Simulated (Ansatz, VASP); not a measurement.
**One calculation of Nb2B, two programs**

```xyz
3
Lattice="4.3971 0.0000 0.0000 -2.1986 3.8080 0.0000 0.0000 0.0000 2.6725" Properties=species:S:1:pos:R:3 pbc="T T T"
Nb    0.0000    2.5387    1.3363
Nb    2.1986    1.2693    1.3363
B     0.0000    0.0000    0.0000
```

Alike in both runs: functional PBE; k mesh 6 × 6 × 6; occupations gaussian, width 0.1 eV; no spin polarisation.

Ansatz relaxed the structure, and its values are those at the end. VASP's run is a single point on that final structure, the one shown.

|  | VASP | Ansatz |
| --- | --- | --- |
| version | VASP 6.6.1 | Ansatz 0.2.0 |
| potentials or method | VASP PAW PBE potentials, release 64 (Nb_sv, B) | scalar-relativistic, plane waves, PAW |
| plane-wave cutoff (eV) | 520 | 420 |
| valence electrons in the cell | 29 | 29 |

VASP gave:

| Property | Result |
| --- | --- |
| gap on the k mesh at the Fermi level (eV) | none |
| pressure (GPa) | -0.1 |

Question: Which values does Ansatz return?

Answer: gap on the k mesh at the Fermi level (eV): none; pressure (GPa): 0.0.

A gap of «none» marks a metal or a gap that the smearing closes. With one functional, cell and mesh, what is left measures potentials, basis and numerics.

Caveats: the k mesh is coarse (spacing up to 0.39 Å⁻¹), so the values aren't converged.
